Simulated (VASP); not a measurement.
Here is the system:

```
AlCo
1.0
    2.86000     0.00000     0.00000
    0.00000     2.86000     0.00000
    0.00000     0.00000     2.86000
Al Co
1 1
Direct
  0.50000   0.50000   0.50000
  0.00000   0.00000   0.00000
```

All values below come from PBE GGA with D3 dispersion (Becke-Johnson damping), VASP's PBE PAW potentials (set 64) (plane waves; VASP 6.6.1). Numerical set-up: 520 eV cut-off, 11×11×11 Γ-centred mesh, first-order Methfessel-Paxton smearing of 0.10 eV, potentials Al Co.

Energy and stress use the plane-wave basis of the starting cell.

**Question.** The ions, cell shape and volume are relaxed. What does this cell relax into?

**Answer.** 
```
AlCo
1.0
    2.81883     0.00000     0.00000
    0.00000     2.81883     0.00000
    0.00000     0.00000     2.81883
Al Co
1 1
Cartesian
  1.40942   1.40942   1.40942
  0.00000   0.00000   0.00000
```
Space group Pm-3m (221), at a tolerance of 0.03 Å.

**Question.** How do energy and volume change from the first to the last step?

**Answer.** The energy (σ→0) changes by -12.5 meV/atom and the volume by -4.3 %, in 3 ionic steps.

| step | E(σ→0) (eV) | max force (eV/Å) | pressure (GPa) | volume (Å³) |
|---|---|---|---|---|
| 1 | -12.8437 | 0.000 | -7.68 | 23.39 |
| 2 | -12.8479 | 0.000 | 8.06 | 21.55 |
| 3 | -12.8687 | 0.000 | -0.02 | 22.40 |

The compound is CoAl in the CsCl type structure. This run relaxes it. Symmetry was kept, so distortions that lower it aren't found. The run is not spin-polarised, so no magnetic state was tried.
